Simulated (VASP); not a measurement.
```
CELL_PARAMETERS angstrom
      4.66878     0.00000     0.00000
      0.00000     4.66878     0.00000
      0.00000     0.00000     4.66878
ATOMIC_POSITIONS crystal
  Cs 0.00000 0.00000 0.00000
  I  0.50000 0.50000 0.50000
```

These are PBE GGA, VASP's PBE PAW potentials (set 64) (plane waves; VASP 6.6.1) values and carry that method's errors. Settings: 480 eV cut-off, 6×6×6 Γ-centred mesh, Gaussian smearing of 0.050 eV, potentials Cs_sv I.

Each relaxation starts from this cell; other phases were not tried.

Q: The cell is relaxed at 5 GPa. What happens?

A: The volume per atom goes from 50.88 to 39.29 Å³ (-22.8 %), and the cell becomes a = b = c = 4.283 Å, α = β = γ = 90.00°, space group Pm-3m. The gap on the mesh goes from 3.67 to 3.80 eV.

Q: The cell is relaxed at 30 GPa. What happens?

A: The volume per atom goes from 50.88 to 27.23 Å³ (-46.5 %), and the cell becomes a = b = c = 3.791 Å, α = β = γ = 90.00°, space group Pm-3m. The gap on the mesh goes from 3.67 to 2.07 eV.

Failed runs are left out, and for metals the shear rows, which the mesh's noise covers.

The compound is CsI in the CsCl type structure.
